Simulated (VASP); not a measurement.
Consider the following.

```
AgI
1.0
    2.29500    -3.97506     0.00000
    2.29500     3.97506     0.00000
    0.00000     0.00000     7.51000
Ag I
2 2
Direct
  0.66667   0.33333   0.50000
  0.33333   0.66667   0.00000
  0.66667   0.33333   0.87500
  0.33333   0.66667   0.37500
```

Calculation: PBE GGA, VASP's PBE PAW potentials (set 64) (plane waves; VASP 6.6.1). Numerical set-up: 400 eV cut-off, 6×6×3 Γ-centred mesh, Gaussian smearing of 0.050 eV, potentials Ag I.

Unless said otherwise, spin-orbit coupling is left out, though it shifts the bands of the heavy elements here.

Question: What does the run give for the energy per atom (σ→0), pressure, band gap (on the k-mesh) with the smallest direct gap where there is one?

Answer: 
- band gap (on the k-mesh): 1.37 eV
- smallest direct gap (on the k-mesh): 1.37 eV
- energy per atom (σ→0): -2.383 eV/atom
- pressure: 1.69 GPa

Only differences to runs with the same potentials and settings are physical.

The compound is AgI in the wurtzite structure. The cell was not relaxed at this level.
